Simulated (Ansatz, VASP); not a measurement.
## One calculation of AgRh, two programs

```
Ag Rh
1.0
     2.76674    0.00000    0.00000
    -1.38337    2.39607    0.00000
     0.00000    0.00000    4.77327
Ag Rh
1 1
Direct
  0.00000 0.00000 0.50000
  0.66667 0.33333 0.00000
```

Alike in both runs: functional PBE; k mesh 18 × 18 × 10; occupations gaussian, width 0.1 eV; no spin polarisation.

Ansatz relaxed the structure, and its values are those at the end. VASP's run is a single point on that final structure, the one shown.

|  | VASP | Ansatz |
| --- | --- | --- |
| version | VASP 6.6.1 | Ansatz 0.2.0 |
| potentials or method | VASP PAW PBE potentials, release 64 (Ag, Rh_pv) | scalar-relativistic, plane waves, PAW |
| plane-wave cutoff (eV) | 520 | 420 |
| valence electrons in the cell | 26 | 36 |

Ansatz gave:

| Quantity | Value |
| --- | --- |
| gap on the k mesh at the Fermi level (eV) | none |
| pressure (GPa) | 0.0 |

Q: What did VASP give for the same quantities?

A: gap on the k mesh at the Fermi level (eV): none; pressure (GPa): -0.1.

A gap of «none» marks a metal or a gap that the smearing closes. The two sets of potentials don't hold the same shells in valence.
